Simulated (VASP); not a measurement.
These are r2SCAN meta-GGA, VASP's PBE PAW potentials (set 64) (plane waves; VASP) values and carry that method's errors.

Input for VASP

File KPOINTS:
```
Automatic mesh
0
G
  25 25 25
```

**POSCAR**
```
NiO
2.9618910
  0.0000000000   0.7071068113   0.7071068113
  0.7071068113   0.0000000000   0.7071068113
  0.7071068113   0.7071068113   0.0000000000
O Ni
1 1
Cartesian
  0.0000000000   0.0000000000   0.0000000000
  0.7071068113   0.7071068113   0.7071068113
```

### INCAR
```
SYSTEM = NiO
PREC = Accurate
ENCUT = 520
EDIFF = 1E-7
NELM = 100
ALGO = Normal
LREAL = .FALSE.
LASPH = .TRUE.
ISMEAR = 0
SIGMA = 0.01
METAGGA = R2SCAN
LMIXTAU = .TRUE.
LMAXMIX = 4
ISPIN = 2
MAGMOM = 0.3 1.7
LORBIT = 10
LWAVE = .FALSE.
LCHARG = .FALSE.
LOPTICS = .TRUE.
LPEAD = .TRUE.
NBANDS = 39
NEDOS = 1001
CSHIFT = 0.1
```

POTCAR, in this order: O Ni (PBE.64 set). Program: vasp_std.

Problem. What will the output report for the number of irreducible k-points (NKPTS), largest plane-wave count, number of space-group operations, FFT grid (NGX, NGY, NGZ)?

Solution. 
* **number of irreducible k-points (NKPTS)**: 455
* **largest plane-wave count**: 531
* **number of space-group operations**: 48
* **FFT grid (NGX, NGY, NGZ)**: 24 × 24 × 24

The structure was generated: NiO was put into the rocksalt type (Fm-3m), which need not be its known phase. It was relaxed first, which changed the volume by +13 %.
